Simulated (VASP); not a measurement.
An input for Quantum ESPRESSO's pw.x (written as the equivalent of a VASP run, and not itself run):

```
&CONTROL
  calculation = 'vc-relax'
  pseudo_dir = './pseudo'
  outdir = './out'
  tprnfor = .true.
  tstress = .true.
  nstep = 60
  forc_conv_thr = 0.00078
/
&SYSTEM
  ibrav = 0
  nat = 4
  ntyp = 2
  ecutwfc = 84
  occupations = 'smearing'
  smearing = 'methfessel-paxton'
  degauss = 0.00735
  input_dft = 'pbe'
/
&ELECTRONS
  conv_thr = 7.3e-08
  electron_maxstep = 100
/
&IONS
/
&CELL
/
ATOMIC_SPECIES
  Hf 178.490 Hf.upf
  N 14.007 N.upf
CELL_PARAMETERS angstrom
     3.4790602    0.0000000   -0.0000000
    -1.7395301    3.0129546    0.0000000
    -0.0000000    0.0000000    5.6335292
ATOMIC_POSITIONS crystal
  Hf   0.3333330  0.6666670  0.0007725
  Hf   0.6666670  0.3333330  0.5007725
  N    0.3333330  0.6666670  0.3742275
  N    0.6666670  0.3333330  0.8742275
K_POINTS automatic
  9 9 5 0 0 0
```

Translate this input to VASP (INCAR, KPOINTS, POSCAR, choice of POTCAR).

One answer among several that fit: 
### KPOINTS
```
kpoints
0
G
 9 9 5
```

**INCAR**
```
! general
SYSTEM   =  HfN
PREC     =  Accurate
ENCUT    =  520   ! plane-wave cut-off (eV)
LREAL    =  .False.
LASPH    =  .True.

! electronic loop
EDIFF    =  1E-6   ! SCF stop (eV)
NELM     =  100   ! most electronic steps
ALGO     =  Normal
LMAXMIX  =  6

! smearing
ISMEAR   =  1
SIGMA    =  0.1   ! width (eV)

! functional
GGA      =  PE

! ions
IBRION   =  2   ! conjugate gradients
NSW      =  60   ! most ionic steps
ISIF     =  3   ! ions, shape and volume
EDIFFG   =  -0.02   ! ionic stop

! output
LWAVE    =  .False.
LCHARG   =  .False.
```

POSCAR:
```
HfN
1.0
  3.4790602316   0.0000000000   0.0000000000
 -1.7395301158   3.0129545826   0.0000000000
  0.0000000000   0.0000000000   5.6335291619
Hf N
2 2
direct
  0.3333330000   0.6666670000   0.0007725197
  0.6666670000   0.3333330000   0.5007725197
  0.3333330000   0.6666670000   0.3742274803
  0.6666670000   0.3333330000   0.8742274803
```

POTCAR, in this order: Hf_pv N (PBE.64 set). Program: vasp_std.

The two are equivalent in intent, not identical: the potentials are each code's own (VASP's PAW set, PseudoDojo norm-conserving files in pw.x), so ENCUT and ecutwfc are chosen apart and not converted; conv_thr bounds pw.x's estimated SCF error, while EDIFF bounds the energy change between steps; forc_conv_thr acts on force components and is met together with etot_conv_thr.

The structure was generated: HfN was put into the wurtzite type (P6_3mc), which need not be its known phase. This run relaxes it. Symmetry was kept, so distortions that lower it aren't found. The start is the result of an earlier pass.
